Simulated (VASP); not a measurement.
Consider the following.

```
Nb
1.0
   -1.70592     1.70592     1.70592
    1.70592    -1.70592     1.70592
    1.70592     1.70592    -1.70592
Nb
1
Direct
  0.00000   0.00000   0.00000
```

Level of theory: vdW-DF2, VASP's PBE PAW potentials (set 64) (plane waves; VASP). Numerical set-up: 520 eV cut-off, 15×15×15 Γ-centred mesh, first-order Methfessel-Paxton smearing of 0.10 eV, potentials Nb_sv.

Give the stress tensor in GPa (positive for a compressed cell).

```
-4.49   0.00   0.00
 0.00  -4.49   0.00
 0.00   0.00  -4.49
```
The pressure is its mean diagonal, -4.49 GPa.

The compound is Nb in the bcc structure. This cell is one point of a volume scan, at 1.03 of the reference volume.
